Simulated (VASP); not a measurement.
Method: r2SCAN meta-GGA, VASP's PBE PAW potentials (set 64) (plane waves; VASP).

A VASP calculation is set up with these files.

INCAR:
```
SYSTEM = WP
PREC = Accurate
ENCUT = 400
EDIFF = 1E-7
NELM = 100
ALGO = Normal
LREAL = .FALSE.
LASPH = .TRUE.
ISMEAR = -5
METAGGA = R2SCAN
LMIXTAU = .TRUE.
LMAXMIX = 6
LWAVE = .FALSE.
LCHARG = .FALSE.
LORBIT = 11
NEDOS = 601
ISIF = 2
```

### KPOINTS
```
Regular mesh
0
G
14 14 14
```

File POSCAR:
```
WP
1.0
  3.0006278807   0.0000000000   0.0000000000
  0.0000000000   3.0006278807   0.0000000000
  0.0000000000   0.0000000000   3.0006278807
W P
1 1
Cartesian
  0.0000000000   0.0000000000   0.0000000000
  1.5003139404   1.5003139404   1.5003139404
```

### KPOINTS_OPT
```
k-points along high-symmetry lines
10
Line-mode
Reciprocal
  0.000000   0.000000   0.000000 ! GAMMA
  0.000000   0.500000   0.000000 ! X

  0.000000   0.500000   0.000000 ! X
  0.500000   0.500000   0.000000 ! M

  0.500000   0.500000   0.000000 ! M
  0.000000   0.000000   0.000000 ! GAMMA

  0.000000   0.000000   0.000000 ! GAMMA
  0.500000   0.500000   0.500000 ! R

  0.500000   0.500000   0.500000 ! R
  0.000000   0.500000   0.000000 ! X

  0.500000   0.500000   0.500000 ! R
  0.500000   0.500000   0.000000 ! M
```

POTCAR, in this order: W_sv P (PBE.64 set). Program: vasp_std.

The resulting files:

### OSZICAR
```
       N       E                     dE             d eps       ncg     rms          rms(c)
DAV:   1     0.584266966807E+02    0.58427E+02   -0.86824E+03  3120   0.130E+03
DAV:   2    -0.623725572583E+02   -0.12080E+03   -0.11840E+03  3530   0.348E+02
DAV:   3    -0.657216814838E+02   -0.33491E+01   -0.32707E+01  3985   0.533E+01
DAV:   4    -0.657499776126E+02   -0.28296E-01   -0.28249E-01  3435   0.538E+00
DAV:   5    -0.657503406751E+02   -0.36306E-03   -0.36340E-03  3945   0.586E-01    0.253E+01
DAV:   6    -0.602738569396E+02    0.54765E+01   -0.42337E+00  3549   0.249E+01    0.662E+00
DAV:   7    -0.603877163456E+02   -0.11386E+00   -0.19840E-01  3490   0.459E+00    0.395E+00
DAV:   8    -0.603563874958E+02    0.31329E-01   -0.18685E-01  3250   0.512E+00    0.100E+00
DAV:   9    -0.603840197741E+02   -0.27632E-01   -0.65858E-02  3340   0.291E+00    0.437E-01
DAV:  10    -0.603833595731E+02    0.66020E-03   -0.77257E-04  3905   0.262E-01    0.445E-01
DAV:  11    -0.603824746297E+02    0.88494E-03   -0.11812E-04  3626   0.903E-02    0.479E-01
DAV:  12    -0.603833971351E+02   -0.92251E-03   -0.69553E-04  3203   0.285E-01    0.632E-01
DAV:  13    -0.603862088622E+02   -0.28117E-02   -0.31400E-03  3200   0.560E-01    0.717E-01
DAV:  14    -0.603861527418E+02    0.56120E-04   -0.12034E-04  3723   0.883E-02    0.625E-01
DAV:  15    -0.603860286638E+02    0.12408E-03   -0.29228E-04  3573   0.981E-02    0.330E-01
DAV:  16    -0.603859777743E+02    0.50890E-04   -0.13749E-04  3740   0.712E-02    0.133E-01
DAV:  17    -0.603860249710E+02   -0.47197E-04   -0.45173E-05  3375   0.675E-02    0.419E-02
DAV:  18    -0.603860242352E+02    0.73586E-06   -0.26269E-06  3805   0.138E-02    0.135E-02
DAV:  19    -0.603860227586E+02    0.14766E-05   -0.86963E-07  3510   0.604E-03    0.900E-04
DAV:  20    -0.603860230128E+02   -0.25420E-06   -0.45155E-08  1700   0.170E-03    0.127E-03
DAV:  21    -0.603860230680E+02   -0.55225E-07   -0.80723E-09  1645   0.895E-04
   1 F= -.60386023E+02 E0= -.60386023E+02  d E =0.000000E+00
       N       E                     dE             ncg
```

### OUTCAR
```
------------------------ aborting loop because EDIFF is reached ----------------------------------------
  FORCE on cell =-STRESS in cart. coord.  units (eV):
  Direction    XX          YY          ZZ          XY          YZ          ZX
  --------------------------------------------------------------------------------------
  Total        0.0129571      0.0129571      0.0129571      0.0000000      0.0000000     -0.0000000
  in kB        0.7683911      0.7683911      0.7683911      0.0000000      0.0000000     -0.0000000
  external PRESSURE =       0.7683911 kB  Pullay stress =       0.0000000 kB
  volume of cell :       27.02
      direct lattice vectors                 reciprocal lattice vectors
     3.000627881  0.000000000  0.000000000     0.333263583  0.000000000  0.000000000
     0.000000000  3.000627881  0.000000000     0.000000000  0.333263583  0.000000000
     0.000000000  0.000000000  3.000627881     0.000000000  0.000000000  0.333263583
 POSITION                                       TOTAL-FORCE (eV/Angst)
 -----------------------------------------------------------------------------------
      0.00000      0.00000      0.00000         0.000000      0.000000      0.000000
      1.50031      1.50031      1.50031         0.000000      0.000000      0.000000
 -----------------------------------------------------------------------------------
    total drift:                                0.000000      0.000000      0.000000
  FREE ENERGIE OF THE ION-ELECTRON SYSTEM (eV)
  ---------------------------------------------------
  free  energy   TOTEN  =       -60.3860230680 eV

  energy  without entropy=      -60.3860230680  energy(sigma->0) =      -60.38602307

 total charge

# of ion       s       p       d       tot
------------------------------------------
    1        2.320   6.283   3.477  12.079
    2        1.004   1.475   0.000   2.479
--------------------------------------------------
tot          3.323   7.758   3.477  14.558
```
(Selected blocks of OUTCAR.)

For a metal the tetrahedron method with Blöchl corrections gives inexact stress and forces.

The structure was generated: WP was put into the CsCl type type (Pm-3m), which need not be its known phase. It was relaxed first, which changed the volume by -37 %. The electron count is odd and the run is not spin-polarised, which forces a metal.
